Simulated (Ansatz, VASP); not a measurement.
# Cross-check of ZrB2 between VASP and Ansatz, part 2 of 2

Wanted: the spread between two codes on one cell, functional and k mesh. The cell is taken from a series of runs on this material, whose earlier steps may have relaxed, scaled, displaced or heated it; both programs get it as it stands.

VASP 6.6.1 and Ansatz 0.2.0.

So far: Set-up; VASP: zone-centre phonons, PBEsol.

**3. Ansatz: zone-centre phonons, PBEsol**

Level of this step: Ansatz beside VASP: Kohn-Sham DFT, plane waves, PBEsol (Ansatz).

Ansatz runs on its PAW soft_1 files.

The same cell, functional, mesh and smearing now go to Ansatz, which takes its cutoff from its data sets.

Input file input.yaml:

```yaml
crystal:
  lattice:
    - [3.0600968965, 0.0, 0.0]
    - [-1.5300484483, 2.6501216504, 0.0]
    - [0.0, 0.0, 3.5685583414]
  atoms:
    - { symbol: B, position: [0.3333333333, 0.6666666667, 0.5] }
    - { symbol: B, position: [0.6666666667, 0.3333333333, 0.5] }
    - { symbol: Zr, position: [0.0, 0.0, 0.0] }
kpoints:
  mp_grid: { grid: [15, 15, 12] }
hamiltonian:
  xc: pbesol
  pseudopotentials: { kind: paw, azcp: { folder: soft_1 }, xc_functional: pbe }
scf:
  occupations: { method: methfessel_paxton, width: 0.2 }
output:
  eigenvalues: true
phonons:
  method: dfpt
```

The run is started by

```console
> ansatz run input.yaml --threads 4 --pin off --max-ram 10240MiB --backend cpu --events-out ev --progress --plain --runs-dir out
```

Numbers of over 12 decimals in the logs are rounded to 6 here.

Output:

```text
zone centre: on kpoints.mp_grid the ground state, and the responses unless they are solved on pairs of k-points, stand on 448 of the mesh's 2700 k-points, reduced under 4 symmetry operations, with k and −k counted as one. Each operation leaves every solved displacement unchanged or reverses it
Engine: ansatz 0.2.0, x86_64-unknown-linux-gnu
Pseudopotentials: kind: paw
Pseudopotential: B, paw, valence charge 3, recommended cutoff 420 eV (normal), soft_1/B.paw.azcp
Pseudopotential: Zr, paw, valence charge 12, recommended cutoff 420 eV (normal), soft_1/Zr.paw.azcp
Functional definition: PBEsol
  exchange = pbesol_x
  correlation = pbesol_c
Crystal: 3 atoms, lattice volume = 28.940 Å³
Basis set: ecut = 420 eV, 563 PW (Γ), exchange–correlation on 48×48×48 points (8 copies of the dense FFT grid, shifted against one another)
Bands: 13, of which v1, the nominal top of the filled ones, is band 9 counted from 1 (8 counted from 0)
Symmetry: 24 space group operations
k-points: 448 of 2700 (irreducible under 4 space group operations, time reversal used)
Non-local potential: B, projectors of the file, l = 0: 2, l = 1: 2, l = 2: 1
Non-local potential: Zr, projectors of the file, l = 0: 3, l = 1: 2, l = 2: 2, l = 3: 1
PAW form: soft (Blöchl's): semilocal exchange-correlation on the pseudo side does not see the compensation charge
PAW frozen core: B, regenerated for the run's functional, and the local potential with it (the file was generated under x = pbe(κ = 0.804, μ = 0.219515), c = pbe(β = 0.066725))
PAW frozen core: Zr, regenerated for the run's functional, and the local potential with it (the file was generated under x = pbe(κ = 0.804, μ = 0.219515), c = pbe(β = 0.066725))
PAW one-centre angular grid: B, 110 points (default); XC on 64 Gauss nodes
PAW one-centre angular grid: Zr, 590 points (default); XC on 64 Gauss nodes
Initial density: superposition of atomic densities (chi_scale 0.1, normalization cell, long waves kept (reshape's long-wave potential 0.00 eV rms))
Initial wavefunctions: pseudopotential atomic-orbital guess
Functional: x = pbesol(κ = 0.804, μ = 0.123457), c = pbesol(β = 0.046)
SCF iter   1: F=—  HF=-4437.755993 eV  |F-HF|=—  |Δ(HF+E_count)|=         —  Δρ=6.31e-2  dr2=2.08e0  ethr=3.10e-3  ⟨swp⟩=5.0  Hψ=28261  notcnv=0
preconditioner: auto → none  [metal: Δε(μ)=0.107 eV  Ē_g=17.269 eV  σ=0.200 eV  W_gap=0.39  n_scr=8 (ndim 8)  ℏωp=27.6 eV  f_vac=0.000  D(μ)=0.22/eV (n_scr^D=0)  sad-step TF]
SCF iter   2: F=—  HF=-4437.279294 eV  |F-HF|=—  |Δ(HF+E_count)|=   4.77e-1  S|Δr|=    0.00e0  Δρ=3.17e-2  dr2=4.76e-1  ethr=3.10e-3  ⟨swp⟩=2.3  Hψ=11923  notcnv=0
SCF iter   3: F=—  HF=-4437.138942 eV  |F-HF|=—  |Δ(HF+E_count)|=   1.40e-1  S|Δr|=    0.00e0  Δρ=2.28e-3  dr2=5.44e-4  ethr=2.65e-3  ⟨swp⟩=2.1  Hψ=9958  notcnv=0
SCF iter   4: F=—  HF=-4437.139643 eV  |F-HF|=—  |Δ(HF+E_count)|=   7.00e-4  S|Δr|=    0.00e0  Δρ=4.08e-4  dr2=2.72e-5  ethr=3.02e-6  ⟨swp⟩=2.2  Hψ=13247  notcnv=0
SCF iter   5: F=—  HF=-4437.139654 eV  |F-HF|=—  |Δ(HF+E_count)|=   1.10e-5  S|Δr|=    0.00e0  Δρ=4.42e-5  dr2=6.93e-7  ethr=1.51e-7  ⟨swp⟩=2.0  Hψ=9829  notcnv=0
SCF iter   6: F=—  HF=-4437.139654 eV  |F-HF|=—  |Δ(HF+E_count)|=   2.57e-7  S|Δr|=    0.00e0  Δρ=6.57e-6  dr2=4.74e-9  ethr=3.85e-9  ⟨swp⟩=2.2  Hψ=9478  notcnv=0
SCF iter   7: F=—  HF=-4437.139654 eV  |F-HF|=—  |Δ(HF+E_count)|=   1.48e-9  S|Δr|=    0.00e0  Δρ=7.67e-7  dr2=2.76e-10  ethr=2.63e-11  ⟨swp⟩=2.4  Hψ=9909  notcnv=0
SCF iter   8: F=-4437.139654 eV  HF=-4437.139654 eV  |F-HF|=4.55e-12  |Δ(HF+E_count)|=  8.64e-11  S|Δr|=    0.00e0  Δρ=1.33e-7  dr2=4.22e-12  ethr=1.00e-12  ⟨swp⟩=4.1  Hψ=27360  notcnv=0
SCF 1 converged in 8 iterations: F = -4437.139654 eV  dr2 = 4.22e-12
  greatest PAW one-centre occupation: 0.996 electrons in one spin orbital (limit 2), on the Zr atom at site 2 (counted from 0), in its partial waves of l = 0
DFPT response loops at Γ: preconditioner auto → Kerker (q_TF=auto, 2.521 Å⁻¹) (partly filled bands, converged f_vac=0.000); β = 1.00, the filter's whole step (`scf.mixing.beta` (0.50) is not read by the response loops under this deck's `scf.mixing.preconditioner`; to damp them name `kerker` or `kerker_dos`, under which they read `scf.mixing.beta`, and type it under 1.00, their step now; both keys bind the ground state too); Broyden in place of MSR1
SCF converged after 8 iterations
Stability not checked: this state was not tested for a lower state beside it, because cold or Methfessel-Paxton smearing, or corrected tetrahedra, fill the levels in a way that the test cannot read (fill_not_monotonic; see scf.lower_state_search)
Free energy (F): -4437.139654 eV
Harris-Foulkes:  -4437.139654 eV  (|F-HF|=4.55e-12)
Internal energy: -4437.140389 eV  (E = F + TS)
E sigma→0 (E₀):  -4437.139838 eV
Entropy (-TS):   0.000735 eV (0.245 meV/atom)
Fermi energy:    16.608497 eV
--- Per-component energies (eV) ---
  E_band       = -8.843857
  E_kinetic    = 424.017407
  E_local      = -499.807178  (includes V_loc(G=0)·N_el)
  E_nonlocal   = 91.571626
  E_hartree    = 170.975093
  E_xc         = -223.468829
  E_vxc        = -265.464836  (∫ρ·V_xc dr)
  E_paw        = -3060.307189  (= ΣΔE_a)
  E_vpaw       = -101.111051  (= ΣTr[D̂ρ^β])
  E_aug_tail   = -0.000009  (compensation charges beyond the density's cutoff)
  E_ewald      = -1340.316454
  E_core_change = 0.195143  (= ΣΔE_core)
  E_smearing   = 0.000735  (= −TS)
  E_closure    = 0.000000  (closes the sum)
  Σ components = -4437.139654   (vs F -4437.139654, Δ=0.00e0)
--- Band table (eV; the first three rows and the last of 448) ---
  k-point 0: bands = [... 5 lower, 13.7749, 14.0296, 14.2515, 14.2515, 20.3777, 20.3777, 20.7861, 20.7861]
  k-point 1: bands = [... 5 lower, 13.0366, 14.3159, 14.3159, 14.7315, 19.8878, 19.8878, 20.5832, 20.5832]
  k-point 2: bands = [... 5 lower, 12.1522, 14.5068, 14.5068, 15.5244, 19.0940, 19.0940, 20.0423, 20.0423]
  k-point 447: bands = [... 5 lower, 9.6812, 11.8856, 13.1174, 14.1102, 19.8757, 21.9831, 22.0397, 22.6977]
--- Phonons (Γ-DFPT): 4 representative perturbations + reference, on 448 of 2700 k-points (Σ response iterations 12) ---
  k mesh reduced under 4 symmetry operations, with k and −k counted as one. Each operation leaves every solved displacement unchanged or reverses it
  ASR residual: 1.060e-4 → 0.000e0 eV/Å²; symmetrization residual: 1.345e-7 eV/Å²
  ASR residual per site (eV/Å²): 2.45e-5 2.45e-5 1.06e-4
  Γ frequencies (cm⁻¹): 0.00 0.00 0.00 472.76 472.76 493.44 598.99 894.17 894.17
  non-analytic LO–TO correction: not included (Born effective charges unavailable; polar crystals: no LO–TO splitting at Γ)
```

The column dr2 measures how far the density is from self-consistency, as an energy; F and HF (Harris–Foulkes) agree once it is small.

**4. Comparison**

Known differences besides the potentials themselves: the cutoff is 420 eV in Ansatz and 500 eV in VASP; Ansatz makes its cores anew for this functional, VASP keeps those of its PBE data sets. Total energies have different zeros and are not compared.

Compared:

```csv
quantity,Ansatz,VASP,difference
optical mode 1 to 2 (cm⁻¹),472.8,473.3,-0.12 %
optical mode 3 (cm⁻¹),493.4,495.2,-0.36 %
optical mode 4 (cm⁻¹),599.0,599.1,-0.02 %
optical mode 5 to 6 (cm⁻¹),894.2,897.3,-0.35 %
```

Modes are paired by rising frequency, not by their patterns, so a pair may set unlike modes beside each other; they are those without the splitting of longitudinal modes.

**5. What came out**

```yaml
r_m_s_difference_of_the_optical_zone_centre_modes_each_program_s_sorted_by_frequency_zone_centre_phonons_pbesol: 2.0 cm⁻¹
```

In words: The r.m.s. difference of the optical zone-centre modes, each program's sorted by frequency is 2.0 cm⁻¹ (zone-centre phonons, PBEsol). How closely two codes agree says nothing of how well the functional describes the real material.

[Lines on the potential files, build, host, timing and source positions are cut from VASP's logs without a mark.]

[Logs are printed without paths, hosts, clocks, repeated set-up lines and the standing remarks that a program may print on its own settings, such as how far it seeks lower states.]

[Hosts, paths, dates, database ids (printed as entryN), source tags and the programs' standing remarks are cut or masked in the printed files.]
